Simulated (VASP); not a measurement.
The cell holds one Au (fcc) (210) slab, with vacuum along c, ions free to move until forces fall under 0.03 eV/Å, no reconstruction beyond this cell, dipole correction on.

```
CELL_PARAMETERS angstrom
      4.99808     0.00000     0.00000
      3.33205     3.72535     0.00000
      0.00000     0.00000    24.12856
ATOMIC_POSITIONS crystal
  Au 0.14605 0.14605 0.33768
  Au 0.45131 0.45131 0.36407
  Au 0.75747 0.75747 0.40161
  Au 0.04602 0.04602 0.44492
  Au 0.34624 0.34624 0.48101
  Au 0.65376 0.65376 0.51899
  Au 0.95398 0.95398 0.55508
  Au 0.24253 0.24253 0.59839
  Au 0.54869 0.54869 0.63593
  Au 0.85395 0.85395 0.66232
```

Calculation: PBEsol GGA, VASP's PBE PAW potentials (set 64) (plane waves; VASP). Numerical set-up: 400 eV cut-off, 8×8×1 Γ-centred mesh, first-order Methfessel-Paxton smearing of 0.10 eV, potentials Au.

Slab and bulk use different k-meshes, so the surface energy is good to a few per cent at best. Unless said otherwise, spin-orbit coupling is left out, though it shifts the bands of the heavy elements here.

Task: Predict its surface energy, work function, band gap (on the k-mesh).

Result: 
- surface energy = 1.24 J/m^2
- work function = 5.13 eV
- band gap (on the k-mesh) = none (metal, semimetal or under 0.01 eV)

The cell is a thin slab with vacuum, built from Au (fcc): (210) face.
